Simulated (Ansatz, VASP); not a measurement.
# Cross-check of BiN between VASP and Ansatz

Wanted: the spread between two codes on one cell, functional and k mesh. The cell is invented: As first built, before any earlier steps moved the atoms (in the runner's words): it takes the LuN structure with some of its atoms replaced by other elements, volume scaled by an estimate. It may not be a known or stable phase. The cell is taken from a series of VASP runs on this material, whose earlier steps may have relaxed, scaled or displaced it; both programs get it as it stands.

Calculated with Ansatz 0.2.0; plane waves, with VASP 6.6.1 beside it; band structure at PBE, band structure at LDA and band structure at PBE, spin-orbit coupling.

**1. Starting point**

Symmetry: Fm-3m, No. 225, cubic system. The conventional cell has a = 5.147 Å, b = 5.147 Å, c = 5.147 Å, α = 90.00°, β = 90.00°, γ = 90.00°. Bi has 6 N at 2.57 Å nearest. Nearest to N lie 6 Bi at 2.57 Å. As first built, before any earlier steps moved the atoms (in the runner's words): sites of the LuN structure (space group 225) filled with other elements, volume scaled by an estimate. Farther neighbours and most contacts between anions are not listed.

**2. Ansatz: band structure, PBE**

Ansatz runs on its default PAW (the set named soft_2) files.

Levels along a path test the potential and the projectors away from the mesh points.

Contents of input.yaml:

```yaml
crystal:
  lattice:
    - [0.0, 2.5735446719, 2.5735446719]
    - [2.5735446719, 0.0, 2.5735446719]
    - [2.5735446719, 2.5735446719, 0.0]
  atoms:
    - { symbol: Bi, position: [0.0, 0.0, 0.0] }
    - { symbol: "N", position: [0.5, 0.5, 0.5] }
hamiltonian:
  xc: pbe
  pseudopotentials: { kind: paw }
kpoints:
  mp_grid: { grid: [5, 5, 5] }
  band_path:
    path:
      - [0.0, 0.0, 0.0]
      - [0.16667, 0.0, 0.16667]
      - [0.33333, 0.0, 0.33333]
      - [0.5, 0.0, 0.5]
      - [0.5, 0.08333, 0.58333]
      - [0.5, 0.18333, 0.68333]
      - [0.5, 0.25, 0.75]
      - [0.45, 0.3, 0.75]
      - [0.40833, 0.34167, 0.75]
      - [0.35, 0.35, 0.7]
      - [0.225, 0.225, 0.45]
      - [0.075, 0.075, 0.15]
      - [0.03333, 0.03333, 0.03333]
      - [0.23333, 0.23333, 0.23333]
      - [0.4, 0.4, 0.4]
      - [0.51667, 0.46667, 0.51667]
      - [0.55833, 0.38333, 0.55833]
      - [0.60833, 0.28333, 0.60833]
      - [0.60833, 0.25, 0.64167]
      - [0.55833, 0.25, 0.69167]
      - [0.51667, 0.25, 0.73333]
      - [0.5, 0.3, 0.7]
      - [0.5, 0.38333, 0.61667]
      - [0.5, 0.45, 0.55]
      - [0.5, 0.48333, 0.51667]
      - [0.475, 0.475, 0.55]
      - [0.425, 0.425, 0.65]
      - [0.38333, 0.38333, 0.73333]
      - [0.59167, 0.18333, 0.59167]
      - [0.55, 0.1, 0.55]
      - [0.5, 0.0, 0.5]
    npoints: 1
scf:
  occupations: { method: gaussian, width: 0.02 }
  n_extra_bands: 7
output:
  forces: true
  stress: true
  eigenvalues: true
  write_density: true
  write_potential: true
  elf: true
  volumetric_format: npy
```

Run with:

```bash
$ ansatz run input.yaml --threads 2 --pin off --max-ram 4608MiB --backend cpu --events-out ev --progress --plain --runs-dir out
```

Numbers of over 12 decimals in the logs are rounded to 6 here.

The program printed:

```text
scf.n_extra_bands = 7 over 10 filled bands (N_el = 20.0): the run solves 17 bands
Engine: ansatz 0.2.0, aarch64-unknown-linux-gnu
Pseudopotentials: kind: paw
Pseudopotential: Bi, paw, valence charge 15, recommended cutoff 420 eV (normal), Bi.paw.azcp
Pseudopotential: N, paw, valence charge 5, recommended cutoff 420 eV (normal), N.paw.azcp
Functional definition: PBE
  parameter kappa = 0.804
  parameter beta = 0.066725
  exchange = pbe_x(kappa = kappa, mu = beta*pi^2/3)
  correlation = pbe_c(beta = beta)
Crystal: 2 atoms, lattice volume = 34.090 Å³
Basis set: ecut = 420 eV, 645 PW (Γ), exchange–correlation on 50×50×50 points (8 copies of the dense FFT grid, shifted against one another)
Bands: 17, of which v1, the nominal top of the filled ones, is band 10 counted from 1 (9 counted from 0)
Symmetry: 48 space group operations
Space group: Fm-3m (ITA 225), of the structure as read, at distance tolerance 3.2e-5 Å
k-points: 10 of 125
Non-local potential: Bi, projectors of the file, l = 0: 2, l = 1: 2, l = 2: 2, l = 3: 2
Non-local potential: N, projectors of the file, l = 0: 2, l = 1: 2, l = 2: 1
PAW form: soft (Blöchl's): semilocal exchange-correlation on the pseudo side does not see the compensation charge
PAW one-centre angular grid: Bi, 590 points (default); XC on 64 Gauss nodes
PAW one-centre angular grid: N, 110 points (default); XC on 64 Gauss nodes
Initial density: superposition of atomic densities (neutral atoms: chi_scale 0, normalization atom), corrected by the library's trained network
Initial wavefunctions: pseudopotential atomic-orbital guess
Functional: x = pbe(κ = 0.804, μ = 0.219515), c = pbe(β = 0.066725)
SCF iter   1: F=—  HF=-12779.056541 eV  |F-HF|=—  |Δ(HF+E_count)|=         —  Δρ=5.01e-3  dr2=1.12e-2  ethr=1.77e-3  ⟨swp⟩=5.9  Hψ=840  notcnv=0  defer=1
preconditioner: auto → none  [insulator: Δε(μ)=0.860 eV  Ē_g=23.365 eV  σ=0.020 eV  W_gap=1.00  n_scr=14 (ndim 8)  ℏωp=28.4 eV  f_vac=0.000  D(μ)=0.00/eV (n_scr^D=0)  ε∞_Penn≈2.5]
SCF iter   2: F=—  HF=-12779.053586 eV  |F-HF|=—  |Δ(HF+E_count)|=   2.96e-3  Δρ=2.28e-3  dr2=2.62e-3  ethr=5.61e-5  ⟨swp⟩=1.9  Hψ=290  notcnv=0  defer=14
SCF iter   3: F=—  HF=-12779.053126 eV  |F-HF|=—  |Δ(HF+E_count)|=   4.60e-4  Δρ=1.87e-4  dr2=1.14e-5  ethr=1.31e-5  ⟨swp⟩=2.0  Hψ=196  notcnv=0  defer=14
SCF iter   4: F=—  HF=-12779.053128 eV  |F-HF|=—  |Δ(HF+E_count)|=   2.10e-6  Δρ=9.30e-5  dr2=1.86e-6  ethr=5.71e-8  ⟨swp⟩=2.0  Hψ=245  notcnv=0  defer=14
iter 5 did not close the SCF: its close was put off for the readings that it lacked (scf_convergence_deferred on its scf_iter line)
SCF iter   5: F=-12779.053128 eV  HF=-12779.053128 eV  |F-HF|=7.49e-8  |Δ(HF+E_count)|=   4.65e-7  Δρ=2.28e-5  dr2=9.36e-8  ethr=9.29e-9  ⟨swp⟩=2.0  Hψ=227  notcnv=0  defer=14
SCF iter   6: F=-12779.053128 eV  HF=-12779.053128 eV  |F-HF|=6.17e-9  |Δ(HF+E_count)|=   1.13e-7  Δρ=5.36e-6  dr2=7.50e-9  ethr=4.68e-10  ⟨swp⟩=10.6  Hψ=1126  notcnv=0
SCF 1 converged in 6 iterations: F = -12779.053128 eV  dr2 = 7.50e-9
  greatest PAW one-centre occupation: 0.991 electrons in one spin orbital (limit 2), on the Bi atom at site 0 (counted from 0), in its partial waves of l = 2
NSCF: frozen V_eff on 31 k-points
SCF converged after 6 iterations
Free energy (F): -12779.053128 eV
Harris-Foulkes:  -12779.053128 eV  (|F-HF|=6.17e-9)
Internal energy: -12779.053128 eV  (E = F + TS)
E sigma→0 (E₀):  -12779.053128 eV
Fermi energy:    13.177117 eV
--- Per-component energies (eV) ---
  E_band       = -38.923627
  E_kinetic    = 426.875825
  E_local      = -1414.416860  (includes V_loc(G=0)·N_el)
  E_nonlocal   = 609.163904
  E_hartree    = 432.155769
  E_xc         = -211.668412
  E_vxc        = -220.797224  (∫ρ·V_xc dr)
  E_paw        = -10789.170116  (= ΣΔE_a)
  E_vpaw       = -304.058762  (= ΣTr[D̂ρ^β])
  E_aug_tail   = -0.000345  (compensation charges beyond the density's cutoff)
  E_ewald      = -1831.992893
  E_smearing   = -0.000000  (= −TS)
  E_closure    = 0.000000  (closes the sum)
  Σ components = -12779.053128   (vs F -12779.053128, Δ=0.00e0)
--- Forces (eV/Å), atoms counted from 1 ---
  atom   1  Bi    -0.00000000     0.00000000     0.00000000
  atom   2  N      0.00000000    -0.00000000    -0.00000000
  max |Σ_I F_I| component: 1.97e-29 eV/Å
--- Stress (GPa, compression-positive) ---
       -0.822172      -0.000000      -0.000000
        0.000000      -0.822172      -0.000000
       -0.000000      -0.000000      -0.822172
  P = ⅓ Tr σ = -0.8222 GPa (-8.222 kbar)
--- Band table (eV; the first three rows and the last of 10) ---
  k-point 0: bands = [... 6 lower, 5.5010, 10.6962, 10.6962, 10.6962, 19.0222, 19.0222, 19.0222, 21.8544, ... 3 higher]
  k-point 1: bands = [... 6 lower, 4.2961, 10.8477, 10.8477, 11.3267, 16.0020, 17.4623, 17.4623, 20.7653, ... 3 higher]
  k-point 2: bands = [... 6 lower, 2.0134, 11.1948, 11.1948, 11.9129, 13.7289, 15.6392, 15.6392, 21.5195, ... 3 higher]
  k-point 9: bands = [... 6 lower, 2.6127, 7.9610, 7.9822, 11.8281, 15.0796, 17.1298, 17.2712, 21.9674, ... 3 higher]
```

Wall time 0.56 s (2 threads of Arm Neoverse V2, shared host); peak memory 0.27 GiB; 0.96 s of CPU time.

Reading the cycles: dr2 is the Hartree energy of the density residual (eV), the measure of convergence; HF is the Harris–Foulkes estimate of the energy, which meets the free energy F at convergence.

**3. VASP: band structure, PBE**

The same cell, functional, mesh and smearing now go to VASP, with its own data sets and cutoff.

Lines of VASP's logs that name or quote its potential files are left out, and so is its time.

Contents of INCAR:

```
SYSTEM = BiN
PREC = Accurate
ENCUT = 520
EDIFF = 1E-06
NELM = 100
ISMEAR = 0
SIGMA = 0.02
LREAL = .FALSE.
ALGO = Normal
GGA = PE
NBANDS = 22
LORBIT = 11
LWAVE = .FALSE.
LCHARG = .FALSE.
KPAR = 4
```

Contents of POSCAR:

```
BiN
1.0
    0.0000000000      2.5735446719      2.5735446719
    2.5735446719      0.0000000000      2.5735446719
    2.5735446719      2.5735446719      0.0000000000
Bi N
1 1
Direct
    0.0000000000      0.0000000000      0.0000000000
    0.5000000000      0.5000000000      0.5000000000
```

Contents of KPOINTS:

```
Automatic mesh
0
Gamma
5 5 5
0 0 0
```

Contents of KPOINTS_OPT:

```
Line mode
16
Line-mode
Reciprocal
  0.00000000   0.00000000   0.00000000 GAMMA
  0.50000000   0.00000000   0.50000000 X

  0.50000000   0.00000000   0.50000000 X
  0.50000000   0.25000000   0.75000000 W

  0.50000000   0.25000000   0.75000000 W
  0.37500000   0.37500000   0.75000000 K

  0.37500000   0.37500000   0.75000000 K
  0.00000000   0.00000000   0.00000000 GAMMA

  0.00000000   0.00000000   0.00000000 GAMMA
  0.50000000   0.50000000   0.50000000 L

  0.50000000   0.50000000   0.50000000 L
  0.62500000   0.25000000   0.62500000 U

  0.62500000   0.25000000   0.62500000 U
  0.50000000   0.25000000   0.75000000 W

  0.50000000   0.25000000   0.75000000 W
  0.50000000   0.50000000   0.50000000 L

  0.50000000   0.50000000   0.50000000 L
  0.37500000   0.37500000   0.75000000 K

  0.62500000   0.25000000   0.62500000 U
  0.50000000   0.00000000   0.50000000 X
```

The projector-augmented-wave data sets are Bi_d and N (PBE family, release 64).

Run with:

```bash
$ mpirun -np 4 vasp_std
```

The program printed:

```text
[banner, memory and clock lines left out]
running    4 mpi-ranks, on    1 nodes
 distrk:  each k-point on    1 cores,    4 groups
 distr:  one band on    1 cores,    1 groups

 POSCAR found type information on POSCAR BiN
 POSCAR found :  2 types and       2 ions
 LDA part: xc-table for (Slater+PW92), standard interpolation
 POSCAR, INCAR and KPOINTS ok, starting setup
 FFT: planning ... GRIDC
 FFT: planning ... GRID_SOFT
 FFT: planning ... GRID
 WAVECAR not read
 entering main loop
       N       E                     dE             d eps       ncg     rms          rms(c)
DAV:   1     0.186163393779E+03    0.18616E+03   -0.10248E+04   462   0.112E+03
DAV:   2     0.245448111561E+01   -0.18371E+03   -0.17353E+03   480   0.358E+02
DAV:   3    -0.124696567621E+02   -0.14924E+02   -0.14806E+02   500   0.905E+01
DAV:   4    -0.128214396018E+02   -0.35178E+00   -0.35157E+00   540   0.138E+01
DAV:   5    -0.128312243037E+02   -0.97847E-02   -0.97840E-02   606   0.224E+00    0.824E+00
DAV:   6    -0.111012924178E+02    0.17299E+01   -0.16374E+01   648   0.175E+01    0.453E+00
DAV:   7    -0.107834012600E+02    0.31789E+00   -0.16822E+00   548   0.571E+00    0.166E+00
DAV:   8    -0.108247718597E+02   -0.41371E-01   -0.42584E-01   482   0.344E+00    0.250E+00
DAV:   9    -0.107733568311E+02    0.51415E-01   -0.11079E-01   524   0.162E+00    0.356E-01
DAV:  10    -0.107734749961E+02   -0.11816E-03   -0.30669E-03   538   0.336E-01    0.163E-01
DAV:  11    -0.107735723045E+02   -0.97308E-04   -0.14240E-04   518   0.758E-02    0.164E-02
DAV:  12    -0.107735714750E+02    0.82952E-06   -0.15488E-05   558   0.222E-02    0.699E-03
DAV:  13    -0.107735707860E+02    0.68900E-06   -0.66778E-07   432   0.757E-03
   1 F= -.10773571E+02 E0= -.10773571E+02  d E =-.450293E-31
 Start KPOINTS_OPT (optional k-point list driver)
k-point batch [1-10\160]
       N       E                     dE             ncg
DAV:   1     0.857909830170E+03   -0.14129E+04      440
DAV:   2    -0.102079505066E+04   -0.18787E+04      478
DAV:   3    -0.117834148107E+04   -0.15755E+03      500
DAV:   4    -0.118213901616E+04   -0.37975E+01      520
DAV:   5    -0.118223935744E+04   -0.10034E+00      586
DAV:   6    -0.118224206194E+04   -0.27045E-02      568
DAV:   7    -0.118224215671E+04   -0.94761E-04      594
DAV:   8    -0.118224215953E+04   -0.28250E-05      428
DAV:   9    -0.118224215963E+04   -0.10196E-06      352
[...]
k-point batch [151-160\160]
       N       E                     dE             ncg
DAV:   1     0.636253527183E+03   -0.74384E+04      446
DAV:   2    -0.115037851738E+04   -0.17866E+04      502
DAV:   3    -0.129517848124E+04   -0.14480E+03      544
DAV:   4    -0.129841648258E+04   -0.32380E+01      570
DAV:   5    -0.129849530998E+04   -0.78827E-01      574
DAV:   6    -0.129849856009E+04   -0.32501E-02      580
DAV:   7    -0.129849876281E+04   -0.20272E-03      616
DAV:   8    -0.129849876348E+04   -0.67053E-06      522
```

OUTCAR, selected parts (step 3):

```text
ion  position               nearest neighbor table
   1  0.000  0.000  0.000-   2 2.57   2 2.57   2 2.57   2 2.57   2 2.57   2 2.57
   2  0.500  0.500  0.500-   1 2.57   1 2.57   1 2.57   1 2.57   1 2.57   1 2.57

  LATTYP: Found a face centered cubic cell.
 ALAT       =     5.1470893438

 Subroutine GETGRP returns: Found 48 space group operations
 (whereof 48 operations were pure point group operations)

The static configuration has the point symmetry O_h .

 Found     10 irreducible k-points:

   k-points           NKPTS =     10   k-points in BZ     NKDIM =     10   number of bands    NBANDS=     22

   dimension x,y,z NGX =    28 NGY =   28 NGZ =   28
   dimension x,y,z NGXF=    56 NGYF=   56 NGZF=   56

   ENCUT  =  520.0 eV  38.22 Ry    6.18 a.u.   6.77  6.77  6.77*2*pi/ulx,y,z

   NELECT =      20.0000    total number of electrons

 k-points in reciprocal lattice and weights: Automatic mesh
   0.00000000  0.00000000  0.00000000       0.008
   0.20000000  0.00000000  0.00000000       0.064
   0.40000000  0.00000000  0.00000000       0.064
   0.20000000  0.20000000  0.00000000       0.048
   0.40000000  0.20000000  0.00000000       0.192
  -0.40000000  0.20000000  0.00000000       0.192
  -0.20000000  0.20000000  0.00000000       0.096
   0.40000000  0.40000000  0.00000000       0.048
  -0.40000000  0.40000000  0.00000000       0.096
  -0.40000000  0.40000000  0.20000000       0.192

 average (electrostatic) potential at core
       1-102.5252       2 -59.8518

 E-fermi :   8.7318

 k-point     1 :       0.0000    0.0000    0.0000
  band No.  band energies     occupation
    ...
      6      -7.6053      2.00000
      7       1.3502      2.00000
      8       6.5581      2.00000
      9       6.5581      2.00000
     10       6.5581      2.00000
     11      14.8787      0.00000
     12      14.8787      0.00000
     13      14.8787      0.00000
     14      17.7253      0.00000
     15      18.1700      0.00000
    ...

 k-point     2 :       0.2000    0.0000    0.0000
  band No.  band energies     occupation
    ...
      6      -7.0391      2.00000
      7       0.1469      2.00000
      8       6.7097      2.00000
      9       6.7097      2.00000
     10       7.1864      2.00000
     11      11.8565      0.00000
     12      13.3186      0.00000
     13      13.3186      0.00000
     14      16.6273      0.00000
     15      19.2789      0.00000
    ...

 k-point     3 :       0.4000    0.0000    0.0000
  band No.  band energies     occupation
    ...
      6      -5.5625      2.00000
      7      -2.1369      2.00000
      8       7.0568      2.00000
      9       7.0568      2.00000
     10       7.7716      2.00000
     11       9.5807      0.00000
     12      11.4954      0.00000
     13      11.4954      0.00000
     14      17.3797      0.00000
     15      21.6742      0.00000
    ...

  Total       -0.1743794     -0.1743794     -0.1743794      0.0000000      0.0000000      0.0000000
  in kB       -8.1955965     -8.1955965     -8.1955965      0.0000000      0.0000000      0.0000000
  external PRESSURE =      -8.1955965 kB  Pullay stress =       0.0000000 kB

  energy-cutoff  :      520.00
  volume of cell :       34.09
      direct lattice vectors                 reciprocal lattice vectors
     0.000000000  2.573544672  2.573544672    -0.194284562  0.194284562  0.194284562
     2.573544672  0.000000000  2.573544672     0.194284562 -0.194284562  0.194284562
     2.573544672  2.573544672  0.000000000     0.194284562  0.194284562 -0.194284562

 POSITION                                       TOTAL-FORCE (eV/Angst)
 -----------------------------------------------------------------------------------
      0.00000      0.00000      0.00000         0.000000      0.000000      0.000000
      2.57354      2.57354      2.57354        -0.000000     -0.000000     -0.000000
 -----------------------------------------------------------------------------------
    total drift:                                0.000000      0.000000      0.000000

  FREE ENERGIE OF THE ION-ELECTRON SYSTEM (eV)
  ---------------------------------------------------
  free  energy   TOTEN  =       -10.7735707860 eV

  energy  without entropy=      -10.7735707860  energy(sigma->0) =      -10.77357079

 total charge
# of ion       s       p       d       tot
------------------------------------------
    1        1.624   0.992   9.993  12.609
    2        1.311   2.218   0.000   3.529
--------------------------------------------------
tot          2.935   3.210   9.993  16.138

[... 3 further parts left out ...]
```

Off the labelled points, the distance between valence and conduction band changes from one point of the path to the next by more than its own size. This is read as a crossing, and the least sampled distance of 0.05 eV as a residue of the sampling; a gap narrower than this sampling can resolve is not excluded.

**4. Differences**

Known differences besides the potentials themselves: the cutoff is 420 eV in Ansatz and 520 eV in VASP; VASP leaves aspherical gradient terms in its spheres out (LASPH is not set), Ansatz keeps them. Total energies have different zeros and are not compared.

The two programs side by side:

```tsv
quantity	Ansatz	VASP	difference
pressure (GPa)	-0.82	-0.82	0.00
pressure without Ansatz's Pulay correction (GPa)	-1.11	-0.82	-0.29
gap over the path points (eV)	0.056	0.049	+0.007
```

Levels at points of the path, from each program's valence-band top (eV; 4 filled, then empty):

```tsv
k (reciprocal lattice)	Ansatz	VASP
0.000 0.000 0.000	-7.26 -2.06 -2.06 -2.06 6.26 6.26 6.26	-7.27 -2.06 -2.06 -2.06 6.26 6.26 6.26
0.167 0.000 0.167	-8.15 -2.52 -2.52 -0.76 2.68 5.59 5.59	-8.16 -2.52 -2.52 -0.76 2.67 5.59 5.59
0.333 0.000 0.333	-9.02 -3.79 -3.43 -3.43 3.54 5.24 5.62	-9.04 -3.79 -3.43 -3.43 3.54 5.24 5.62
0.500 0.000 0.500	-8.85 -6.60 -3.87 -3.87 4.75 4.92 5.89	-8.86 -6.60 -3.87 -3.87 4.75 4.92 5.88
0.500 0.083 0.583	-9.19 -6.45 -4.11 -3.19 4.51 4.86 5.16	-9.21 -6.45 -4.11 -3.19 4.51 4.86 5.16
0.500 0.183 0.683	-9.87 -5.93 -4.84 -1.36 3.16 4.39 4.65	-9.89 -5.92 -4.84 -1.36 3.16 4.39 4.65
0.500 0.250 0.750	-10.04 -5.41 -5.41 -0.56 2.31 4.49 4.49	-10.06 -5.41 -5.41 -0.56 2.31 4.49 4.49
0.450 0.300 0.750	-10.05 -5.76 -4.72 -1.12 2.72 4.47 4.59	-10.07 -5.75 -4.72 -1.12 2.72 4.46 4.59
0.408 0.342 0.750	-10.08 -5.92 -3.83 -2.08 3.17 4.64 4.67	-10.09 -5.92 -3.83 -2.08 3.17 4.64 4.67
0.350 0.350 0.700	-10.35 -5.69 -2.89 -2.39 2.81 4.44 4.56	-10.37 -5.69 -2.88 -2.39 2.81 4.43 4.55
```

Among the levels compared at these points, filled levels agree within 18 meV and empty ones within 8 meV. Ansatz's pressure holds a Pulay correction of 0.29 GPa; VASP's holds none.

(Part 1 of 2 ends here.)

[Lines on the potential files, build, host, timing and source positions are cut from VASP's logs without a mark.]

[Logs are printed without paths, hosts, clocks, repeated set-up lines and the standing remarks that a program may print on its own settings, such as how far it seeks lower states.]

[Hosts, paths, dates, database ids (printed as entryN), source tags and the programs' standing remarks are cut or masked in the printed files.]
